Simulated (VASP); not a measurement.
Given:

```xyz
3
Lattice="0.0000 2.7137 2.7137 2.7137 0.0000 2.7137 2.7137 2.7137 0.0000" Properties=species:S:1:pos:R:3 pbc="T T T"
Ca     0.0000     0.0000     0.0000
F      1.3569     1.3569     1.3569
F      4.0706     4.0706     4.0706
```

The numbers are results of PBEsol GGA, VASP's PBE PAW potentials (set 64) (plane waves; VASP 6.6.1), not measurements. Settings: 600 eV cut-off, 6×6×6 Γ-centred mesh, Gaussian smearing of 0.050 eV, potentials Ca_sv F.

Q: Predict the energy per atom (σ→0), band gap (on the k-mesh) with the smallest direct gap where there is one.

A: 
```json
{
  "band gap (on the k-mesh)": "7.20 eV",
  "smallest direct gap (on the k-mesh)": "7.47 eV",
  "energy per atom (σ→0)": "-5.968 eV/atom"
}
```

The absolute energy has meaning only against runs of the same code, potentials and settings.

The compound is CaF2 in the fluorite structure. It was relaxed first.
